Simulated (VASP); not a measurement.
# Be3ZnTe4 (Pmn2_1) in VASP: further runs, part 2 of 2

VASP 6.6.1. The steps go on from the part before.

## (3) Relaxation of cell and atoms, PBE

This run uses another cell than the first one, of 24.30 Å³/atom, 0.997 times its volume.

Contents of INCAR:

```
SYSTEM = Be3ZnTe4
  PREC = Accurate
  ENCUT = 520
  EDIFF = 1E-7
  ISMEAR = 0
  SIGMA = 0.03
  LREAL = .FALSE.
  LASPH = .TRUE.
  NELM = 120
  ALGO = Normal
  ISIF = 3
  LWAVE = .FALSE.
  LCHARG = .FALSE.
  GGA = PE
  IBRION = 2
  NSW = 60
  EDIFFG = -0.005
  POTIM = 0.3
  KPAR = 8
```

Contents of KPOINTS:

```
regular mesh
0
G
  4 4 4
  0 0 0
```

Contents of POSCAR:

```
Be3ZnTe4                                
1.0
    8.1705251316      0.0000000000      0.0000000000
    0.0000000000      7.0686400619      0.0000000000
    0.0000000000      0.0000000000      6.7325798844
  Be              Zn              Te            
     6     2     8
Direct
     0.7507037463249088    0.6643742369976809    0.4998540920345653
     0.2492962536750912    0.6643742369976809    0.4998540920345653
     0.0000000000000000    0.1734278648021741    0.5004728683068769
     0.2507037463249087    0.3356257630023191    0.9998540920345653
     0.7492962536750912    0.3356257630023191    0.9998540920345653
     0.5000000000000000    0.8265721351978259    0.0004728683068769
     0.5000000000000000    0.1650058644801239    0.5026519949858255
     0.0000000000000000    0.8349941355198761    0.0026519949858256
     0.7369668336708692    0.6585013875805282    0.8665099144868461
     0.2630331663291309    0.6585013875805282    0.8665099144868461
     0.0000000000000000    0.8388263517200903    0.3970516365426877
     0.5000000000000000    0.8120747072408645    0.3668722971217938
     0.2369668336708691    0.3414986124194717    0.3665099144868463
     0.7630331663291308    0.3414986124194717    0.3665099144868463
     0.5000000000000000    0.1611736482799095    0.8970516365426877
     0.0000000000000000    0.1879252927591356    0.8668722971217940
```

Potentials or basis: VASP PAW PBE potentials, release 64 (Be, Zn, Te).

The run is started by

```console
cat potpaw_PBE.64/Be/POTCAR potpaw_PBE.64/Zn/POTCAR potpaw_PBE.64/Te/POTCAR > POTCAR
mpirun -np 8 vasp_std > vasp.out
```

It took 2.3 min on 8 MPI ranks of Intel Xeon 6975P-C (Granite Rapids), shared host; peak memory 0.75 GiB.

The run converged. Its results:

```
Free energy                  : -55.8983 eV
Energy gained by relaxing    : 0.0 meV/atom
Ionic steps                  : 2
Pressure after relaxing      : 0.0 GPa
Largest force after relaxing : 0.005 eV/Å
Band gap on the k mesh       : 1.81 eV, indirect (least direct gap 2.06 eV)
```

Forces on the atoms (eV/Å):
```
Be   0.000  0.001  0.001
Be   0.000  0.001  0.001
Be   0.000  0.004 -0.003
Be   0.000 -0.001  0.001
Be   0.000 -0.001  0.001
Be   0.000 -0.004 -0.003
Zn   0.000 -0.003  0.002
Zn   0.000  0.003  0.002
Te   0.000 -0.002  0.002
Te   0.000 -0.002  0.002
Te   0.000  0.001 -0.003
Te   0.000 -0.001 -0.003
Te   0.000  0.002  0.002
Te   0.000  0.002  0.002
Te   0.000 -0.001 -0.003
Te   0.000  0.001 -0.003
```

Final structure:
```
Be Zn Te
1.0
     8.17034    0.00000    0.00000
     0.00000    7.06814    0.00000
     0.00000    0.00000    6.73306
Be Zn Te
6 2 8
Direct
  0.75070 0.66438 0.49985
  0.24930 0.66438 0.49985
  0.00000 0.17345 0.50046
  0.25070 0.33562 0.99985
  0.74930 0.33562 0.99985
  0.50000 0.82655 0.00046
  0.50000 0.16499 0.50266
  0.00000 0.83501 0.00266
  0.73696 0.65849 0.86653
  0.26304 0.65849 0.86653
  0.00000 0.83883 0.39704
  0.50000 0.81207 0.36686
  0.23696 0.34151 0.36653
  0.76304 0.34151 0.36653
  0.50000 0.16117 0.89704
  0.00000 0.18793 0.86686
```

Levels at points of the mesh, in eV from the valence-band top:
```tsv
k point	band 39	band 40	band 41	band 42	band 43	band 44	band 45	band 46
(0.00, 0.00, 0.00)	-0.84	-0.19	-0.04	0.00	2.06	2.21	2.87	2.95
(0.50, 0.00, 0.00)	-0.75	-0.75	-0.67	-0.67	2.66	2.66	3.22	3.22
(0.00, 0.50, 0.00)	-0.90	-0.88	-0.61	-0.52	1.81	2.42	2.52	2.62
(0.50, 0.50, 0.00)	-1.29	-1.29	-1.10	-1.10	2.90	2.90	3.23	3.23
(0.00, 0.00, 0.50)	-0.65	-0.65	-0.60	-0.60	2.25	2.25	2.77	2.77
(0.50, 0.00, 0.50)	-1.38	-1.38	-1.21	-1.21	2.79	2.79	3.12	3.12
(0.00, 0.50, 0.50)	-1.61	-1.61	-1.09	-1.09	2.10	2.10	2.55	2.55
(0.50, 0.50, 0.50)	-1.59	-1.59	-1.48	-1.48	2.82	2.82	3.31	3.31
```

Caveat: spin-orbit coupling is left out, which moves the levels of the heavy elements.

## (4) Single point, r2SCAN

This run uses another cell than the first one, of 24.30 Å³/atom, 0.997 times its volume.

Contents of INCAR:

```
ALGO     = Normal         # electronic algorithm
EDIFF    = 1E-6           # SCF threshold, eV
ENCUT    = 520            # plane-wave cutoff, eV
ISIF     = 2              # what is computed and relaxed
ISMEAR   = 0              # smearing method
KPAR     = 8            
LASPH    = T              # aspherical terms in the spheres
LCHARG   = F              # write CHGCAR
LMIXTAU  = T            
LREAL    = F              # projectors in reciprocal space
LWAVE    = F              # write WAVECAR
METAGGA  = R2SCAN         # meta-GGA
NELM     = 150            # most SCF steps
PREC     = Accurate       # precision mode
SIGMA    = 0.03           # smearing width, eV
```

Contents of KPOINTS:

```
k-points
0
Gamma
  4 4 4
```

Contents of POSCAR:

```
Be3ZnTe4                                
1.0
    8.1703421021      0.0000000000      0.0000000000
    0.0000000000      7.0681397201      0.0000000000
    0.0000000000      0.0000000000      6.7330643766
  Be              Zn              Te            
     6     2     8
Direct
     0.7507048078586217    0.6643754348827616    0.4998524971858563
     0.2492951921413782    0.6643754348827616    0.4998524971858563
     0.0000000000000000    0.1734461867977266    0.5004575579205937
     0.2507048078586218    0.3356245651172384    0.9998524971858563
     0.7492951921413783    0.3356245651172384    0.9998524971858563
     0.5000000000000000    0.8265538132022734    0.0004575579205937
     0.5000000000000000    0.1649907950408395    0.5026630086731559
     0.0000000000000000    0.8350092049591604    0.0026630086731560
     0.7369635527792893    0.6584900716647016    0.8665258169624820
     0.2630364472207107    0.6584900716647016    0.8665258169624820
     0.0000000000000000    0.8388301377440744    0.3970374613581552
     0.5000000000000000    0.8120706491589420    0.3668621537514331
     0.2369635527792892    0.3415099283352984    0.3665258169624819
     0.7630364472207107    0.3415099283352984    0.3665258169624819
     0.5000000000000000    0.1611698622559184    0.8970374613581551
     0.0000000000000000    0.1879293508410580    0.8668621537514332
```

The run is started by

```console
cat potpaw_PBE.64/Be/POTCAR potpaw_PBE.64/Zn/POTCAR potpaw_PBE.64/Te/POTCAR > POTCAR
mpirun -np 8 vasp_std > vasp.out
```

Wall time 3.9 min (8 MPI ranks of Intel Xeon 6975P-C (Granite Rapids), shared host); peak memory 0.75 GiB.

Results (log left out):

```yaml
Free_energy: -254.8033 eV
Pressure: -0.6 GPa
Largest_force: 0.138 eV/Å
Band_gap_on_the_k_mesh: 2.15 eV, indirect (least direct gap 2.41 eV)
```

Forces on the atoms (eV/Å):
```
Be  -0.002  0.001  0.007
Be   0.002  0.001  0.007
Be   0.000  0.004  0.002
Be  -0.002 -0.001  0.007
Be   0.002 -0.001  0.007
Be   0.000 -0.004  0.002
Zn   0.000 -0.011 -0.004
Zn   0.000  0.011 -0.004
Te   0.106  0.061  0.044
Te  -0.106  0.061  0.044
Te   0.000  0.003 -0.138
Te   0.000  0.120  0.038
Te   0.106 -0.061  0.044
Te  -0.106 -0.061  0.044
Te   0.000 -0.003 -0.138
Te   0.000 -0.120  0.038
```

Stress tensor (GPa, compression positive):
```
-0.58  0.00  0.00
 0.00 -0.61  0.00
 0.00  0.00 -0.51
```

Levels at points of the mesh, in eV from the valence-band top:
| k point | band 39 | band 40 | band 41 | band 42 | band 43 | band 44 | band 45 | band 46 |
| --- | --- | --- | --- | --- | --- | --- | --- | --- |
| (0.00, 0.00, 0.00) | -0.87 | -0.19 | -0.04 | 0.00 | 2.41 | 2.66 | 3.26 | 3.31 |
| (0.50, 0.00, 0.00) | -0.76 | -0.76 | -0.69 | -0.69 | 2.96 | 2.96 | 3.64 | 3.64 |
| (0.00, 0.50, 0.00) | -0.92 | -0.90 | -0.62 | -0.53 | 2.15 | 2.75 | 2.90 | 2.99 |
| (0.50, 0.50, 0.00) | -1.32 | -1.32 | -1.13 | -1.13 | 3.29 | 3.29 | 3.60 | 3.60 |
| (0.00, 0.00, 0.50) | -0.66 | -0.66 | -0.62 | -0.62 | 2.64 | 2.64 | 3.21 | 3.21 |
| (0.50, 0.00, 0.50) | -1.42 | -1.42 | -1.24 | -1.24 | 3.21 | 3.21 | 3.55 | 3.55 |
| (0.00, 0.50, 0.50) | -1.66 | -1.66 | -1.12 | -1.12 | 2.48 | 2.48 | 2.93 | 2.93 |
| (0.50, 0.50, 0.50) | -1.63 | -1.63 | -1.53 | -1.53 | 3.21 | 3.21 | 3.71 | 3.71 |

Caveat: the PAW data sets were made with another functional, which shifts forces and pressure a little; spin-orbit coupling is left out, which moves the levels of the heavy elements.
